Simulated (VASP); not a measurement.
Input of a VASP 6.6.1 run:

File INCAR:

```
SYSTEM = HfB2
PREC = Accurate
ENCUT = 520
EDIFF = 1E-7
ISMEAR = 0
SIGMA = 0.1
LREAL = .False.
LASPH = .True.
NELM = 100
ALGO = Fast
ISIF = 2
LWAVE = .False.
LCHARG = .False.
GGA = PS
NBANDS = 15
```

File KPOINTS:

```
regular mesh
0
Gamma
  15 15 12
  0 0 0
```

Contents of POSCAR:

```
HfB2
1.0
    3.1272675614      0.0000000000      0.0000000000
   -1.5636337807      2.7082931526      0.0000000000
    0.0000000000      0.0000000000      3.4469749437
Hf B
1 2
Direct
    0.0000000000      0.0000000000      0.0000000000
    0.3333333333      0.6666666667      0.5000000000
    0.6666666667      0.3333333333      0.5000000000
```

Potentials or basis: VASP PAW PBE potentials, release 64 (Hf_pv, B).

Command:

```bash
$ cat potpaw_PBE.64/Hf_pv/POTCAR potpaw_PBE.64/B/POTCAR > POTCAR
$ mpirun -np 1 vasp_std > vasp.out
```

Problem. Predict the pressure.

Solution. 0.0 GPa.

Problem. Predict the band gap on the k mesh.

Solution. None (metal or under the smearing width).

Stress tensor (GPa, compression positive):
```
-0.16  0.00  0.00
 0.00 -0.16  0.00
 0.00  0.00  0.19
```

Caveat: the PAW data sets were made with another functional, which shifts forces and pressure a little. The run has no spin-orbit coupling, so splittings on Hf are missing.
